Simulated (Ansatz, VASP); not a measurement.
# Cross-check of Si2Mo between VASP and Ansatz, part 2 of 2

Wanted: the spread between two codes on one cell, functional and k mesh. The cell is taken from a series of runs on this material, whose earlier steps may have relaxed, scaled, displaced or heated it; both programs get it as it stands.

VASP 6.6.1 and Ansatz 0.2.0.

So far: The structure; Ansatz: single point, r2SCAN; VASP: single point, r2SCAN.

## Step 3: VASP: single point, r2SCAN (continued)

Level of this step: r2SCAN; plane waves and PAW (Mo_sv, Si) (VASP).

Numbers of over 12 decimals in the logs are rounded to 6 here.

OUTCAR, selected parts (step 3):

```text
ion  position               nearest neighbor table
   1  0.500  0.500  0.833-   4 2.57   7 2.57   5 2.57   8 2.57   9 2.64   6 2.64   9 2.64   6 2.64
                             6 2.67   9 2.67   3 3.17   3 3.17   2 3.17   2 3.17
   2  0.000  0.500  0.167-   4 2.57   7 2.57   6 2.57   9 2.57   8 2.64   5 2.64   5 2.64   8 2.64
                             5 2.67   8 2.67   3 3.17   3 3.17   1 3.17   1 3.17
   3  0.500  0.000  0.500-   6 2.57   9 2.57   8 2.57   5 2.57   4 2.64   7 2.64   7 2.64   4 2.64
                             4 2.67   7 2.67   2 3.17   2 3.17   1 3.17   1 3.17
   4  0.164  0.328  0.500-   6 2.55   8 2.55   1 2.57   2 2.57   7 2.60   3 2.64   3 2.64   3 2.67
                             7 2.67   7 2.67   5 3.15   9 3.15
   5  0.672  0.836  0.167-   7 2.55   6 2.55   3 2.57   1 2.57   8 2.60   2 2.64   2 2.64   2 2.67
                             8 2.67   8 2.67   4 3.15   9 3.15
   6  0.836  0.164  0.833-   4 2.55   5 2.55   3 2.57   2 2.57   9 2.60   1 2.64   1 2.64   1 2.67
                             9 2.67   9 2.67   7 3.15   8 3.15
   7  0.836  0.672  0.500-   9 2.55   5 2.55   1 2.57   2 2.57   4 2.60   3 2.64   3 2.64   3 2.67
                             4 2.67   4 2.67   8 3.15   6 3.15
   8  0.328  0.164  0.167-   4 2.55   9 2.55   3 2.57   1 2.57   5 2.60   2 2.64   2 2.64   2 2.67
                             5 2.67   5 2.67   7 3.15   6 3.15
   9  0.164  0.836  0.833-   7 2.55   8 2.55   3 2.57   2 2.57   6 2.60   1 2.64   1 2.64   1 2.67
                             6 2.67   6 2.67   4 3.15   5 3.15

  LATTYP: Found a hexagonal cell.
 ALAT       =     4.5854715599
 C/A-ratio  =     1.4349146024

 Subroutine GETGRP returns: Found 12 space group operations
 (whereof  4 operations were pure point group operations)

The static configuration has the point symmetry D_2 .
 The point group associated with its full space group is D_6 .

 Found     76 irreducible k-points:

   k-points           NKPTS =     76   k-points in BZ     NKDIM =     76   number of bands    NBANDS=     42

   dimension x,y,z NGX =    36 NGY =   36 NGZ =   50
   dimension x,y,z NGXF=    72 NGYF=   72 NGZF=  100

   ENCUT  =  550.0 eV  40.42 Ry    6.36 a.u.   8.77  8.77 12.58*2*pi/ulx,y,z

   NELECT =      66.0000    total number of electrons

 k-points in reciprocal lattice and weights: Automatic mesh
   0.00000000  0.00000000  0.00000000       0.001
   0.08333333  0.00000000  0.00000000       0.007
   0.16666667  0.00000000  0.00000000       0.007
   0.25000000 -0.00000000  0.00000000       0.007
   0.33333333  0.00000000  0.00000000       0.007
   0.41666667  0.00000000  0.00000000       0.007
   0.50000000 -0.00000000  0.00000000       0.003
   0.08333333  0.08333333  0.00000000       0.007
   0.16666667  0.08333333  0.00000000       0.014
[...]
0.33333333  0.25000000  0.50000000       0.014
   0.33333333  0.33333333  0.50000000       0.002

 average (electrostatic) potential at core
       1 -74.0344       2 -74.0344       3 -74.0344       4 -80.3883       5 -80.3883
       6 -80.3883       7 -80.3883       8 -80.3883       9 -80.3883

 E-fermi :  12.9857

 k-point     1 :       0.0000    0.0000    0.0000
  band No.  band energies     occupation
    ...
     29       9.7303      2.00000
     30       9.7303      2.00000
     31       9.9879      2.00000
     32      10.6555      2.00000
     33      12.0476      2.00000
     34      15.1339      0.00000
     35      15.4583      0.00000
     36      15.4583      0.00000
     37      15.6291      0.00000
     38      15.7020      0.00000
    ...

 k-point     2 :       0.0833    0.0000    0.0000
  band No.  band energies     occupation
    ...
     29       9.6870      2.00000
     30       9.6958      2.00000
     31       9.9891      2.00000
     32      10.5715      2.00000
     33      12.0346      2.00000
     34      14.7383      0.00000
     35      15.1205      0.00000
     36      15.2901      0.00000
     37      15.3278      0.00000
     38      15.6010      0.00000
    ...

 k-point     3 :       0.1667    0.0000    0.0000
  band No.  band energies     occupation
    ...
     29       9.6524      2.00000
     30       9.8074      2.00000
     31      10.0775      2.00000
     32      10.3592      2.00000
     33      11.9126      2.00000
     34      14.2441      0.00000
     35      14.5917      0.00000
     36      14.7968      0.00000
     37      14.8688      0.00000
     38      15.1841      0.00000
    ...

  Total        0.1448064      0.1448064      0.0714916     -0.0000000     -0.0000000      0.0000000
  in kB        1.9363760      1.9363760      0.9559972     -0.0000000     -0.0000000      0.0000000
  external PRESSURE =       1.6095830 kB  Pullay stress =       0.0000000 kB

  energy-cutoff  :      550.00
  volume of cell :      119.81
      direct lattice vectors                 reciprocal lattice vectors
     4.585471560  0.000000000  0.000000000     0.218080079  0.125908592  0.000000000
    -2.292735780  3.971134859  0.000000000     0.000000000  0.251817185  0.000000000
     0.000000000  0.000000000  6.579760100     0.000000000  0.000000000  0.151981225

 POSITION                                       TOTAL-FORCE (eV/Angst)
 -----------------------------------------------------------------------------------
      1.14637      1.98557      5.48313        -0.000000      0.000000     -0.000000
     -1.14637      1.98557      1.09663        -0.000000      0.000000     -0.000000
      2.29274      0.00000      3.28988        -0.000000      0.000000     -0.000000
     -0.00000      1.30152      3.28988         0.000000     -0.008781     -0.000000
      1.16558      3.32037      1.09663         0.007605      0.004390     -0.000000
      3.45832      0.65076      5.48313         0.007605     -0.004390      0.000000
      2.29274      2.66961      3.28988        -0.000000      0.008781     -0.000000
      1.12715      0.65076      1.09663        -0.007605     -0.004390      0.000000
     -1.16558      3.32037      5.48313        -0.007605      0.004390     -0.000000
 -----------------------------------------------------------------------------------
    total drift:                               -0.000000     -0.000000      0.000001

  FREE ENERGIE OF THE ION-ELECTRON SYSTEM (eV)
  ---------------------------------------------------
  free  energy   TOTEN  =      -134.7716990171 eV

  energy  without entropy=     -134.7709488285  energy(sigma->0) =     -134.77132392

 total charge
# of ion       s       p       d       tot
------------------------------------------
    1        2.268   6.208   4.194  12.670
    2        2.268   6.208   4.194  12.670
    3        2.268   6.208   4.194  12.670
    4        0.730   0.891   0.000   1.621
    5        0.730   0.891   0.000   1.621
    6        0.730   0.891   0.000   1.621
    7        0.730   0.891   0.000   1.621
    8        0.730   0.891   0.000   1.621
    9        0.730   0.891   0.000   1.621
--------------------------------------------------
tot         11.184  23.969  12.583  47.736

[... 3 further parts left out ...]
```

The gap is read on the k-mesh alone, so it is an upper bound where the band edges lie off the mesh. The PAW data sets were made with PBE, which is usual practice but a small mismatch for other functionals.

## Step 4: Comparison

Known differences besides the potentials themselves: VASP keeps PBE cores, Ansatz makes them for the functional; the cutoff is 500 eV in Ansatz and 550 eV in VASP. Total energies have different zeros and are not compared.

The two programs side by side:

```tsv
quantity	Ansatz	VASP	difference
pressure (GPa)	-0.25	0.16	-0.41
gap on the k mesh (eV)	0.156	0.152	+0.004
```

At this near-relaxed geometry the largest component of a force difference is 7 meV/Å. A gap on the mesh is an upper bound, since the band edges may lie between its points.

## Step 5: What came out

```
difference in gap on the k mesh (single point, r2SCAN) : 0.0042 eV
```

In words: The difference in gap on the k mesh is 0.0042 eV (single point, r2SCAN), within the 0.08 eV picked in this series as the mark of a large difference. Such differences can come from data sets, numerical settings and the points named under the comparisons, not from the functional's error against experiment.

[Lines on the potential files, build, host, timing and source positions are cut from VASP's logs without a mark.]

[Logs are printed without paths, hosts, clocks, repeated set-up lines and the standing remarks that a program may print on its own settings, such as how far it seeks lower states.]

[Hosts, paths, dates, database ids (printed as entryN), source tags and the programs' standing remarks are cut or masked in the printed files.]
